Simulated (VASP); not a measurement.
Here is the system:

```
AlAs
1.0
    3.58544     0.00000     0.00000
   -1.79272     3.10509     0.00000
    0.00000     0.00000     5.97490
Al As
2 2
Direct
  0.33333   0.66667   0.00239
  0.66667   0.33333   0.50239
  0.33333   0.66667   0.37261
  0.66667   0.33333   0.87261
```

These are PBEsol GGA, VASP's PBE PAW potentials (set 64) (plane waves; VASP) values and carry that method's errors. Numerical set-up: 500 eV cut-off, 7×7×4 Γ-centred mesh, Gaussian smearing of 0.050 eV, potentials Al As.

Problem. What does the run give for the energy per atom (σ→0), pressure?

Solution. 
- energy per atom (σ→0): -4.354 eV/atom
- pressure: 44.96 GPa

Total energies compare only between runs with the same potentials, cut-off and functional.

The structure was generated: AlAs was put into the wurtzite type (P6_3mc), which need not be its known phase. It was relaxed first under an external pressure of 45 GPa.
